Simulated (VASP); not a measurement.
# Quasiparticle energies of MgO (Periclase) in VASP, part 4 of 5

Wanted: how far GW moves the Kohn-Sham levels of MgO (Periclase). The cell is of the rock-salt type, one of the forms listed for this formula. The start is a cell from a database of measured crystal structures.

VASP 6.6.1, plane waves and PAW; the level of theory is named at each step.

So far, quasiparticle gap on the mesh (eV): step 3 (G0W0, functional PBE, start PBE, G0W0 on PBE) 7.11; step 7 (G0W0, functional HSE with 0.08 exact exchange, start HSE with 0.08 exact …) 7.39; step 10 (G0W0, functional HSE with 0.16 exact exchange, start HSE with 0.16 exact …) 7.66; step 13 (G0W0, functional HSE with 0.25 exact exchange, start HSE with 0.25 exact …) 7.95.

The database entry behind the starting cell differs from later determinations by our own check (about 0.1 % long), so it need not match the best structure at ambient conditions.

### Step 16. G0W0, functional HSE with 0.33 exact exchange, start HSE with 0.33 exact exchange

This step: G0W0 on HSE with 0.33 exact exchange; plane waves and PAW (Mg_GW, O_GW) (VASP 6.6.1).

G0W0 keeps orbitals and screening fixed and shifts each of the lowest NBANDSGW levels once.

Input file INCAR:

```
SYSTEM = MgO
PREC = Accurate
ENCUT = 440
ISMEAR = 0
SIGMA = 0.01
LREAL = .FALSE.
LHFCALC = .TRUE.
AEXX = 0.33
GGA = PE
LASPH = .TRUE.
NBANDS = 56
PRECFOCK = Fast
HFSCREEN = 0.2
ALGO = EVGW0
NELMGW = 1
ENCUTGW = 120
NOMEGA = 64
NBANDSGW = 16
LWAVE = .FALSE.
LCHARG = .FALSE.
```

Input file POSCAR:

```
MgO
1.0
    0.0000000000      2.1085000000      2.1085000000
    2.1085000000      0.0000000000      2.1085000000
    2.1085000000      2.1085000000      0.0000000000
Mg O
1 1
Direct
    0.0000000000      0.0000000000      0.0000000000
    0.5000000000      0.5000000000      0.5000000000
```

Input file KPOINTS:

```
Automatic mesh
0
Gamma
6 6 6
0 0 0
```

PAW data sets: Mg_GW and O_GW (PBE family, release 64).

The WAVECAR or CHGCAR of an earlier step is read.

Run with:

```console
mpirun -np 8 vasp_std
```

What it wrote:

```text
[banner, memory and clock lines left out]
running    8 mpi-ranks, on    1 nodes
[...]
[... a notice as in an earlier step ...]

 [... a notice as in an earlier step ...]

 LDA part: xc-table for (Slater+PW92), standard interpolation
 found WAVECAR, reading the header
 POSCAR, INCAR and KPOINTS ok, starting setup
[...]
reading WAVECAR
 the WAVECAR file was read successfully
 initial charge from wavefunction
 available memory per node:     32.82 GB, setting MAXMEM to     33605

 The Fermi energy was updated, please check that it is located mid-gap
 values below the HOMO (VB) or above the LUMO (CB) will cause erroneous energies
 E-fermi :   4.9837

 calculate exact exchange contribution
 the WAVEDER file was read successfully
energies w=
    0.000    0.000    0.678    0.000    1.354    0.000    2.027    0.000
    2.696    0.000    3.359    0.000    4.015    0.000    4.664    0.000
    5.305    0.000    5.937    0.000    6.560    0.000    7.175    0.000
[...]
total number of BLAS operations         87.11 Gflops
NQ=  12   -0.3333    0.3333    0.0000,
|.........|.........|.........|.........|.........|.........|.........|.........
 performed       3773000 updates of chi_q(r,r)
 total number of BLAS operations         94.48 Gflops
NQ=  13    0.5000    0.5000    0.0000,
|.........|.........|.........|.........|.........|.........|.........|.........
 performed       3945000 updates of chi_q(r,r)
 total number of BLAS operations        100.13 Gflops
NQ=  14    0.5000    0.3333    0.1667,
|.........|.........|.........|.........|.........|.........|.........|.........
 performed       4382000 updates of chi_q(r,r)
 total number of BLAS operations        111.10 Gflops
NQ=  15   -0.3333    0.3333    0.1667,
|.........|.........|.........|.........|.........|.........|.........|.........
 performed       4772000 updates of chi_q(r,r)
 total number of BLAS operations        120.91 Gflops
NQ=  16   -0.3333    0.5000    0.1667,
|.........|.........|.........|.........|.........|.........|.........|.........
 performed       5112000 updates of chi_q(r,r)
 total number of BLAS operations        128.86 Gflops
 resolving degeneracies of screened two electron integrals

 calculate QP shifts <psi_nk| G(iteration)W_0 |psi_nk>: iteration 1
 entering main loop
```

Run time: 13 s. Hardware: 8 MPI ranks of Intel Xeon 6975P-C (Granite Rapids), shared host; peak memory 1.9 GiB; 88 s of CPU time.

From OUTCAR (step 16):

```text
 QP shifts <psi_nk| G(iteration)W_0 |psi_nk>: iteration 1
 for sc-GW calculations column KS-energies equals QP-energies in previous step
 and V_xc(KS)=  KS-energies - (<T + V_ion + V_H > + <T+V_H+V_ion>^1  + <V_x>^1)
 k-point   1 :       0.0000    0.0000    0.0000
  band No.  KS-energies  QP-energies   sigma(KS)   V_xc(KS)     V^pw_x(r,r')   Z            occupation Imag(sigma)
      1     -17.8201     -17.7440     -21.9772     -22.0813     -30.0728       0.7304       2.0000       0.9739
      2       1.4798       1.3355     -21.5511     -21.3762     -25.2361       0.8253       2.0000       0.0627
      3       1.4798       1.3355     -21.5511     -21.3762     -25.2361       0.8253       2.0000       0.0627
      4       1.4798       1.3355     -21.5511     -21.3762     -25.2361       0.8253       2.0000       0.0627
      5       8.4875       9.5268     -10.1165     -11.3084      -6.9986       0.8720       0.0000      -0.0455
      6      19.8906      20.7783      -7.0191      -8.0453      -3.0192       0.8650       0.0000      -0.0717
      7      19.8906      20.7783      -7.0191      -8.0453      -3.0192       0.8650       0.0000      -0.0717
      8      19.8906      20.7783      -7.0191      -8.0453      -3.0192       0.8650       0.0000      -0.0717
    ...

[... 2 parts as in an earlier step ...]

[... 1 further part left out ...]
[key lines of the parts left out:]
E-fermi :   4.9837
```

GW takes the gap from 7.008 to 8.191 eV. That is +1079 meV against G0W0 on PBE. The value holds for 56 bands, ENCUTGW = 120 eV and this mesh, and isn't shown to be converged in them.

### Step 17. Another starting point, functional HSE with 0.42 exact exchange

This step: HSE with 0.42 exact exchange; plane waves and PAW (Mg_GW, O_GW) (VASP 6.6.1).

To see how much the result owes to its start, the ground state is made again with HSE with 0.42 exact exchange. EDIFF is tight for accurate orbitals, and a narrow smearing avoids fractional occupations.

Input file INCAR:

```
SYSTEM = MgO
PREC = Accurate
ENCUT = 440
EDIFF = 1E-08
NELM = 100
ISMEAR = 0
SIGMA = 0.01
LREAL = .FALSE.
ALGO = Normal
LHFCALC = .TRUE.
AEXX = 0.42
GGA = PE
LASPH = .TRUE.
NBANDS = 10
PRECFOCK = Fast
LORBIT = 11
LWAVE = .TRUE.
LCHARG = .FALSE.
KPAR = 8
HFSCREEN = 0.2
```

POSCAR is that of step 16.

KPOINTS is that of step 16.

Run with:

```console
mpirun -np 8 vasp_std
```

What it wrote:

```text
[... set-up lines as in an earlier step ...]
 entering main loop
       N       E                     dE             d eps       ncg     rms          rms(c)
DAV:   1    -0.158724576571E+02   -0.15872E+02   -0.86613E-01   340   0.112E+01    0.499E-01
DAV:   2    -0.158795568412E+02   -0.70992E-02   -0.10602E-02   368   0.968E-01    0.360E-01
DAV:   3    -0.158775391819E+02    0.20177E-02   -0.11196E-03   376   0.224E-01    0.230E-01
DAV:   4    -0.158769057562E+02    0.63343E-03   -0.43666E-04   422   0.191E-01    0.142E-01
[...]
DAV:  11    -0.158765853242E+02    0.22406E-06   -0.13949E-07   402   0.648E-03    0.288E-03
DAV:  12    -0.158765852570E+02    0.67162E-07   -0.46631E-08   404   0.380E-03    0.167E-03
DAV:  13    -0.158765852605E+02   -0.34908E-08   -0.15929E-08   334   0.211E-03
   1 F= -.15876585E+02 E0= -.15876585E+02  d E =-.394754E-33
 writing wavefunctions
```

Elapsed: 12 s, on 8 MPI ranks; peak memory 1.7 GiB.

From OUTCAR (step 17):

```text
  FREE ENERGIE OF THE ION-ELECTRON SYSTEM (eV)
  ---------------------------------------------------
  free  energy   TOTEN  =       -15.8765852605 eV

  energy  without entropy=      -15.8765852605  energy(sigma->0) =      -15.87658526

[... 3 parts as in an earlier step ...]

[... 1 further part left out ...]
[key lines of the parts left out:]
E-fermi :   1.0881
```

### Step 18. Empty bands, functional HSE with 0.42 exact exchange

ALGO = Exact makes the empty bands from the converged ground state in one step. LOPTICS writes the k-derivatives of the orbitals (WAVEDER), which give the long-wavelength limit of the screening.

Input file INCAR:

```
SYSTEM = MgO
PREC = Accurate
ENCUT = 440
ISMEAR = 0
SIGMA = 0.01
LREAL = .FALSE.
LHFCALC = .TRUE.
AEXX = 0.42
GGA = PE
LASPH = .TRUE.
NBANDS = 56
PRECFOCK = Fast
HFSCREEN = 0.2
ALGO = Exact
NELM = 1
LWAVE = .TRUE.
LCHARG = .FALSE.
LOPTICS = .TRUE.
NEDOS = 1000
CSHIFT = 0.1
```

POSCAR is that of step 17.

KPOINTS is that of step 17.

The run starts from files that an earlier step left in the folder.

Run with:

```console
mpirun -np 8 vasp_std
```

What it wrote:

```text
[... set-up lines as in an earlier step ...]
 entering main loop
       N       E                     dE             d eps       ncg     rms          rms(c)
DIA:   1    -0.158765851916E+02   -0.15877E+02    0.00000E+00     0   0.000E+00
   1 F= -.15876585E+02 E0= -.15876585E+02  d E =-.786597E-69
 writing wavefunctions
 optical routines
 imaginary and real dielectric function
 recalculating local potential from charge density
 direction            1
 direction            2
 direction            3
```

It took 61 s on 8 MPI ranks; peak memory 1.7 GiB.

From OUTCAR (step 18):

```text
 POSITION                                       TOTAL-FORCE (eV/Angst)
 -----------------------------------------------------------------------------------
      0.00000      0.00000      0.00000        -0.000000     -0.000000     -0.000000
      2.10850      2.10850      2.10850         0.000000      0.000000      0.000000
 -----------------------------------------------------------------------------------
    total drift:                                0.000000      0.000000      0.000000

  FREE ENERGIE OF THE ION-ELECTRON SYSTEM (eV)
  ---------------------------------------------------
  free  energy   TOTEN  =       -15.8765851916 eV

  energy  without entropy=      -15.8765851916  energy(sigma->0) =      -15.87658519

[... 2 parts as in an earlier step ...]

[... 1 further part left out ...]
[key lines of the parts left out:]
E-fermi :   1.1285
```

### Step 19. G0W0, functional HSE with 0.42 exact exchange, start HSE with 0.42 exact exchange

This step: G0W0 on HSE with 0.42 exact exchange; plane waves and PAW (Mg_GW, O_GW) (VASP 6.6.1).

G0W0 keeps orbitals and screening fixed and shifts each of the lowest NBANDSGW levels once.

Input file INCAR:

```
SYSTEM = MgO
PREC = Accurate
ENCUT = 440
ISMEAR = 0
SIGMA = 0.01
LREAL = .FALSE.
LHFCALC = .TRUE.
AEXX = 0.42
GGA = PE
LASPH = .TRUE.
NBANDS = 56
PRECFOCK = Fast
HFSCREEN = 0.2
ALGO = EVGW0
NELMGW = 1
ENCUTGW = 120
NOMEGA = 64
NBANDSGW = 16
LWAVE = .FALSE.
LCHARG = .FALSE.
```

POSCAR is that of step 18.

KPOINTS is that of step 18.

The WAVECAR or CHGCAR of an earlier step is read.

Run with:

```console
mpirun -np 8 vasp_std
```

What it wrote:

```text
[banner, memory and clock lines left out]
running    8 mpi-ranks, on    1 nodes
[...]
[... a notice as in an earlier step ...]

 [... a notice as in an earlier step ...]

 LDA part: xc-table for (Slater+PW92), standard interpolation
 found WAVECAR, reading the header
 POSCAR, INCAR and KPOINTS ok, starting setup
[...]
reading WAVECAR
 the WAVECAR file was read successfully
 initial charge from wavefunction
 available memory per node:     32.78 GB, setting MAXMEM to     33565

 The Fermi energy was updated, please check that it is located mid-gap
 values below the HOMO (VB) or above the LUMO (CB) will cause erroneous energies
 E-fermi :   4.8401

 calculate exact exchange contribution
 the WAVEDER file was read successfully
energies w=
    0.000    0.000    0.699    0.000    1.396    0.000    2.090    0.000
    2.779    0.000    3.463    0.000    4.139    0.000    4.808    0.000
    5.468    0.000    6.120    0.000    6.762    0.000    7.396    0.000
[...]
total number of BLAS operations         87.11 Gflops
NQ=  12   -0.3333    0.3333    0.0000,
|.........|.........|.........|.........|.........|.........|.........|.........
 performed       3773000 updates of chi_q(r,r)
 total number of BLAS operations         94.48 Gflops
NQ=  13    0.5000    0.5000    0.0000,
|.........|.........|.........|.........|.........|.........|.........|.........
 performed       3945000 updates of chi_q(r,r)
 total number of BLAS operations        100.13 Gflops
NQ=  14    0.5000    0.3333    0.1667,
|.........|.........|.........|.........|.........|.........|.........|.........
 performed       4382000 updates of chi_q(r,r)
 total number of BLAS operations        111.10 Gflops
NQ=  15   -0.3333    0.3333    0.1667,
|.........|.........|.........|.........|.........|.........|.........|.........
 performed       4772000 updates of chi_q(r,r)
 total number of BLAS operations        120.91 Gflops
NQ=  16   -0.3333    0.5000    0.1667,
|.........|.........|.........|.........|.........|.........|.........|.........
 performed       5112000 updates of chi_q(r,r)
 total number of BLAS operations        128.86 Gflops
 resolving degeneracies of screened two electron integrals

 calculate QP shifts <psi_nk| G(iteration)W_0 |psi_nk>: iteration 1
 entering main loop
```

Wall time 13 s (8 MPI ranks); peak memory 1.8 GiB.

From OUTCAR (step 19):

```text
 QP shifts <psi_nk| G(iteration)W_0 |psi_nk>: iteration 1
 for sc-GW calculations column KS-energies equals QP-energies in previous step
 and V_xc(KS)=  KS-energies - (<T + V_ion + V_H > + <T+V_H+V_ion>^1  + <V_x>^1)
 k-point   1 :       0.0000    0.0000    0.0000
  band No.  KS-energies  QP-energies   sigma(KS)   V_xc(KS)     V^pw_x(r,r')   Z            occupation Imag(sigma)
      1     -18.8430     -18.1200     -22.1948     -23.1626     -30.1150       0.7471       2.0000       0.9545
      2       1.0062       1.1804     -21.6389     -21.8478     -25.2421       0.8338       2.0000       0.0605
      3       1.0062       1.1804     -21.6389     -21.8478     -25.2421       0.8338       2.0000       0.0605
      4       1.0062       1.1804     -21.6389     -21.8478     -25.2421       0.8338       2.0000       0.0605
      5       8.6737       9.6328      -9.9740     -11.0677      -6.8939       0.8770       0.0000      -0.0446
      6      20.1469      20.9090      -6.9057      -7.7792      -3.0049       0.8724       0.0000      -0.0682
      7      20.1469      20.9090      -6.9057      -7.7792      -3.0049       0.8724       0.0000      -0.0682
      8      20.1469      20.9090      -6.9057      -7.7792      -3.0049       0.8724       0.0000      -0.0682
    ...

[... 2 parts as in an earlier step ...]

[... 1 further part left out ...]
[key lines of the parts left out:]
E-fermi :   4.8401
```

GW takes the gap from 7.668 to 8.452 eV. That is +1340 meV against G0W0 on PBE. The value holds for 56 bands, ENCUTGW = 120 eV and this mesh, and isn't shown to be converged in them.

### Step 20. Another starting point, functional HSE with 0.50 exact exchange

This step: HSE with 0.50 exact exchange; plane waves and PAW (Mg_GW, O_GW) (VASP 6.6.1).

To see how much the result owes to its start, the ground state is made again with HSE with 0.50 exact exchange. A small SIGMA keeps every occupation at zero or full.

Input file INCAR:

```
SYSTEM = MgO
PREC = Accurate
ENCUT = 440
EDIFF = 1E-08
NELM = 100
ISMEAR = 0
SIGMA = 0.01
LREAL = .FALSE.
ALGO = Normal
LHFCALC = .TRUE.
AEXX = 0.5
GGA = PE
LASPH = .TRUE.
NBANDS = 10
PRECFOCK = Fast
LORBIT = 11
LWAVE = .TRUE.
LCHARG = .FALSE.
KPAR = 8
HFSCREEN = 0.2
```

POSCAR is that of step 19.

KPOINTS is that of step 19.

Run with:

```console
mpirun -np 8 vasp_std
```

What it wrote:

```text
[... set-up lines as in an earlier step ...]
 entering main loop
       N       E                     dE             d eps       ncg     rms          rms(c)
DAV:   1    -0.166417929917E+02   -0.16642E+02   -0.11925E+00   340   0.134E+01    0.582E-01
DAV:   2    -0.166540309820E+02   -0.12238E-01   -0.19021E-02   360   0.128E+00    0.427E-01
DAV:   3    -0.166509690187E+02    0.30620E-02   -0.14340E-03   392   0.270E-01    0.272E-01
DAV:   4    -0.166499733194E+02    0.99570E-03   -0.76843E-04   428   0.219E-01    0.170E-01
[...]
DAV:  13    -0.166494790051E+02    0.23903E-07   -0.23009E-08   346   0.270E-03    0.109E-03
DAV:  14    -0.166494790565E+02   -0.51421E-07   -0.72239E-09   190   0.142E-03    0.645E-04
DAV:  15    -0.166494790584E+02   -0.18678E-08   -0.35487E-09   194   0.833E-04
   1 F= -.16649479E+02 E0= -.16649479E+02  d E =-.742069E-43
 writing wavefunctions
```

Wall time 14 s (8 MPI ranks); peak memory 1.7 GiB.

Parts of OUTCAR (step 20):

```text
 POSITION                                       TOTAL-FORCE (eV/Angst)
 -----------------------------------------------------------------------------------
      0.00000      0.00000      0.00000         0.000000     -0.000000      0.000000
      2.10850      2.10850      2.10850        -0.000000      0.000000     -0.000000
 -----------------------------------------------------------------------------------
    total drift:                               -0.000062     -0.000087     -0.000087

  FREE ENERGIE OF THE ION-ELECTRON SYSTEM (eV)
  ---------------------------------------------------
  free  energy   TOTEN  =       -16.6494790584 eV

  energy  without entropy=      -16.6494790584  energy(sigma->0) =      -16.64947906

[... 2 parts as in an earlier step ...]

[... 1 further part left out ...]
[key lines of the parts left out:]
E-fermi :   0.6749
```

### Step 21. Empty bands, functional HSE with 0.50 exact exchange

The next step needs empty bands that the ground-state run didn't converge, so the Hamiltonian is diagonalised exactly for NBANDS bands, in a single step. LOPTICS writes the k-derivatives of the orbitals (WAVEDER), which give the long-wavelength limit of the screening.

Input file INCAR:

```
SYSTEM = MgO
PREC = Accurate
ENCUT = 440
ISMEAR = 0
SIGMA = 0.01
LREAL = .FALSE.
LHFCALC = .TRUE.
AEXX = 0.5
GGA = PE
LASPH = .TRUE.
NBANDS = 56
PRECFOCK = Fast
HFSCREEN = 0.2
ALGO = Exact
NELM = 1
LWAVE = .TRUE.
LCHARG = .FALSE.
LOPTICS = .TRUE.
NEDOS = 1000
CSHIFT = 0.1
```

POSCAR is that of step 20.

KPOINTS is that of step 20.

The run starts from files that an earlier step left in the folder.

Run with:

```console
mpirun -np 8 vasp_std
```

What it wrote:

```text
[... set-up lines as in an earlier step ...]
 entering main loop
       N       E                     dE             d eps       ncg     rms          rms(c)
DIA:   1    -0.166494790646E+02   -0.16649E+02    0.00000E+00     0   0.000E+00
   1 F= -.16649479E+02 E0= -.16649479E+02  d E =-.129428E-99
 writing wavefunctions
 optical routines
 imaginary and real dielectric function
 recalculating local potential from charge density
 direction            1
 direction            2
 direction            3
```

It took 55 s on 8 MPI ranks; peak memory 1.8 GiB.

Parts of OUTCAR (step 21):

```text
 POSITION                                       TOTAL-FORCE (eV/Angst)
 -----------------------------------------------------------------------------------
      0.00000      0.00000      0.00000         0.000000      0.000000      0.000000
      2.10850      2.10850      2.10850        -0.000000     -0.000000     -0.000000
 -----------------------------------------------------------------------------------
    total drift:                               -0.000098     -0.000120     -0.000121

  FREE ENERGIE OF THE ION-ELECTRON SYSTEM (eV)
  ---------------------------------------------------
  free  energy   TOTEN  =       -16.6494790646 eV

  energy  without entropy=      -16.6494790646  energy(sigma->0) =      -16.64947906

[... 2 parts as in an earlier step ...]

[... 1 further part left out ...]
[key lines of the parts left out:]
E-fermi :   0.7287
```

(Continued in part 5 of 5.)

[Lines on the potential files, build, host, timing and source positions are cut from VASP's logs without a mark.]

[Logs are printed without paths, hosts, clocks, repeated set-up lines and the standing remarks that a program may print on its own settings, such as how far it seeks lower states.]

[Hosts, paths, dates, database ids (printed as entryN), source tags and the programs' standing remarks are cut or masked in the printed files.]

[Pressures printed for these runs are not shown converged in the cutoff: they can be off by several GPa and have the wrong sign.]
